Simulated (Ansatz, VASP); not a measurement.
# Two plane-wave programs on AlSi5

```
Al Si
1.0
     5.26649    0.00000    0.00000
    -2.63324    4.56091    0.00000
     0.00000    0.00000    4.42656
Al Si
1 5
Cartesian
  0.0000 0.0000 2.2133
  0.0000 3.0406 2.2133
  2.6332 1.5203 2.2133
  2.6332 0.0000 0.0000
  -1.3166 2.2805 0.0000
  1.3166 2.2805 0.0000
```

Alike in both runs: task relaxation of cell and atoms; functional PBE; k mesh 6 × 6 × 4; occupations gaussian, width 0.1 eV; no spin polarisation.

```csv
,VASP,Ansatz
version,VASP 6.6.1,Ansatz 0.2.0
potentials or method,"VASP PAW PBE potentials, release 64 (Al, Si)","scalar-relativistic, plane waves, PAW"
plane-wave cutoff (eV),600,420
valence electrons in the cell,23,23
```

|  | VASP | Ansatz | Ansatz less VASP |
| --- | --- | --- | --- |
| gap on the k mesh at the Fermi level, each at its own relaxed structure (eV) | none | none | - |
| relaxed volume (Å³/atom) | 16.21 | 16.18 | -0.027 |
| relaxed cell length with the largest relative difference (Å) | 4.648 | 4.639 | -0.0093 |
| energy change over the relaxation (meV/atom) | -80 | -79 | +0.4 |

A gap of «none» marks a metal or a gap that the smearing closes.
